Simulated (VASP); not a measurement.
The input files of a VASP run:

INCAR:
```
ALGO = Normal
EDIFF = 1E-6
EDIFFG = -0.01
ENCUT = 520
IBRION = 2
ISIF = 3
ISMEAR = 0
LASPH = T
LCHARG = F
LREAL = F
LWAVE = F
NELM = 100
NSW = 60
PREC = Accurate
SIGMA = 0.05
SYSTEM = LiCl
```

File POSCAR:
```
LiCl
1
    0.0000000000     2.5700000000     2.5700000000
    2.5700000000     0.0000000000     2.5700000000
    2.5700000000     2.5700000000     0.0000000000
Li Cl
1 1
Direct
  0.0000000000   0.0000000000   0.0000000000
  0.5000000000   0.5000000000   0.5000000000
```

### KPOINTS
```
Automatic
0
Gamma
8 8 8
0 0 0
```

POTCAR, in this order: Li_sv Cl (LDA.64 set). Program: vasp_std.

Q: Translate this LDA calculation to Quantum ESPRESSO's pw.x.

A: One equivalent input (not run):
```
&CONTROL
  calculation = 'vc-relax'
  pseudo_dir = './pseudo'
  outdir = './out'
  tprnfor = .true.
  tstress = .true.
  nstep = 60
  forc_conv_thr = 0.00039
/
&SYSTEM
  ibrav = 0
  nat = 2
  ntyp = 2
  ecutwfc = 74
  occupations = 'smearing'
  smearing = 'gaussian'
  degauss = 0.003675
  input_dft = 'pz'
/
&ELECTRONS
  conv_thr = 7.3e-08
  electron_maxstep = 100
/
&IONS
/
&CELL
/
ATOMIC_SPECIES
  Li 6.940 Li.upf
  Cl 35.450 Cl.upf
CELL_PARAMETERS angstrom
     0.0000000    2.5700000    2.5700000
     2.5700000    0.0000000    2.5700000
     2.5700000    2.5700000    0.0000000
ATOMIC_POSITIONS crystal
  Li   0.0000000  0.0000000  0.0000000
  Cl   0.5000000  0.5000000  0.5000000
K_POINTS automatic
  8 8 8 0 0 0
```
The two are equivalent in intent, not identical: the potentials are each code's own (VASP's PAW set, PseudoDojo norm-conserving files in pw.x), so ENCUT and ecutwfc are chosen apart and not converted; conv_thr bounds pw.x's estimated SCF error, while EDIFF bounds the energy change between steps; forc_conv_thr acts on force components and is met together with etot_conv_thr.

The compound is LiCl in the rock salt structure. This run relaxes it. Symmetry was kept, so distortions that lower it aren't found.
